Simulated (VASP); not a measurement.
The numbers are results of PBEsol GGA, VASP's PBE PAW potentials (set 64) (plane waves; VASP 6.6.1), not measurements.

A VASP calculation is set up with these files.

**KPOINTS**
```
K-points
0
Gamma
 12 12 12
```

### POSCAR
```
LuGe2
1
   -1.7357079756     1.7357079756     4.8246234618
    1.7357079756    -1.7357079756     4.8246234618
    1.7357079756     1.7357079756    -4.8246234618
Lu Ge
1 2
Direct
  1.0000000000   1.0000000000   1.0000000000
  0.3086000602   0.3086000602   1.0000000000
  0.6913999398   0.6913999398   0.0000000000
```

INCAR:
```
SYSTEM = LuGe2
PREC = Accurate; ENCUT = 480; LREAL = F
LASPH = T
EDIFF = 1E-7; NELM = 100; ALGO = Normal
LMAXMIX = 6
ISMEAR = 1; SIGMA = 0.1
GGA = PS
ISIF = 2
LWAVE = F; LCHARG = F
```

POTCAR, in this order: Lu_3 Ge_d (PBE.64 set). Program: vasp_std.

Q: Predict the energy per atom (σ→0), band gap (on the k-mesh).

A: 
- energy per atom (σ→0) = -5.312 eV/atom
- band gap (on the k-mesh) = none (metal, semimetal or under 0.01 eV)

**OSZICAR**
```
...
DAV:   7    -0.159410606196E+02    0.75942E-02   -0.14451E-01 12324   0.654E+00    0.710E-01
DAV:   8    -0.159370525899E+02    0.40080E-02   -0.22542E-02 11858   0.199E+00    0.223E-01
DAV:   9    -0.159369189183E+02    0.13367E-03   -0.17025E-03 11046   0.647E-01    0.104E-01
DAV:  10    -0.159369233771E+02   -0.44588E-05   -0.14160E-04 12092   0.151E-01    0.126E-02
DAV:  11    -0.159369216854E+02    0.16917E-05   -0.14703E-05 10898   0.626E-02    0.499E-03
DAV:  12    -0.159369217956E+02   -0.11026E-06   -0.11737E-06  9642   0.150E-02    0.126E-03
DAV:  13    -0.159369217638E+02    0.31853E-07   -0.10924E-07  5602   0.508E-03
   1 F= -.15936922E+02 E0= -.15936807E+02  d E =-.343601E-03
```

The structure was generated: LuGe2 was put into the MoSi2 type (I4/mmm), which need not be its known phase. It was relaxed first. The electron count is odd and the run is not spin-polarised, which forces a metal.
